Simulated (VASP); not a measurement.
Given:

```
ZnSe
1.0
    0.00000     2.84870     2.84870
    2.84870     0.00000     2.84870
    2.84870     2.84870     0.00000
Zn Se
1 1
Direct
  0.00000   0.00000   0.00000
  0.25000   0.25000   0.25000
```

All values below come from PBEsol GGA, VASP's PBE PAW potentials (set 64) (plane waves; VASP 6.6.1). Run with 520 eV cut-off, 8×8×8 Γ-centred mesh, Gaussian smearing of 0.050 eV, potentials Zn Se.

Problem. Give the stress tensor in GPa (positive for a compressed cell).

Solution. 
```
-1.81   0.00   0.00
 0.00  -1.81   0.00
 0.00   0.00  -1.81
```
The pressure is its mean diagonal, -1.81 GPa.

The compound is ZnSe in the zinc blende structure. This cell is one point of a volume scan, at 1.03 of the reference volume.
